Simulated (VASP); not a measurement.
An input for Quantum ESPRESSO's pw.x (written as the equivalent of a VASP run, and not itself run):

```
&CONTROL
  calculation = 'scf'
  pseudo_dir = './pseudo'
  outdir = './out'
  tprnfor = .true.
  tstress = .true.
/
&SYSTEM
  ibrav = 0
  nat = 2
  ntyp = 2
  ecutwfc = 96
  occupations = 'smearing'
  smearing = 'methfessel-paxton'
  degauss = 0.00735
  input_dft = 'vdw-df-cx'
/
&ELECTRONS
  conv_thr = 7.3e-09
  electron_maxstep = 100
/
ATOMIC_SPECIES
  Ti 47.867 Ti.upf
  Co 58.933 Co.upf
CELL_PARAMETERS angstrom
     2.9066601    0.0000000    0.0000000
     0.0000000    2.9066601    0.0000000
     0.0000000    0.0000000    2.9066601
ATOMIC_POSITIONS crystal
  Ti   0.0000000  0.0000000  0.0000000
  Co   0.5000000  0.5000000  0.5000000
K_POINTS automatic
  12 12 12 0 0 0
```

**Question.** Write the VASP files for the same calculation (vdW-DF-cx).

**Answer.** This is not unique; one that fits is 
### KPOINTS
```
Automatic mesh
0
gamma
 12 12 12
```

POSCAR:
```
TiCo
1
    2.9066601112     0.0000000000     0.0000000000
    0.0000000000     2.9066601112     0.0000000000
    0.0000000000     0.0000000000     2.9066601112
Ti Co
1 1
Direct
  0.0000000000   0.0000000000   0.0000000000
  0.5000000000   0.5000000000   0.5000000000
```

INCAR:
```
NELM = 100
PREC = Accurate
AGGAC = 0.0
ALGO = Normal   # blocked Davidson
LMAXMIX = 4   # l cut-off of mixed one-centre charges
LCHARG = .False.
ENCUT = 520
ISIF = 2   # forces and stress, cell fixed
LUSE_VDW = .True.
SYSTEM = TiCo
LASPH = .True.
LREAL = .False.   # projection in real space or not
GGA = CX
LWAVE = .False.
ISMEAR = 1
EDIFF = 1E-7   # SCF stop (eV)
SIGMA = 0.1
```

POTCAR, in this order: Ti_sv Co (PBE.64 set). Program: vasp_std.

What does not carry over: the potentials are each code's own (VASP's PAW set, PseudoDojo norm-conserving files in pw.x), so ENCUT and ecutwfc are chosen apart and not converted; conv_thr bounds pw.x's estimated SCF error, while EDIFF bounds the energy change between steps.

The compound is TiCo in the CsCl type structure. This cell is one point of a volume scan, at 0.97 of the reference volume.
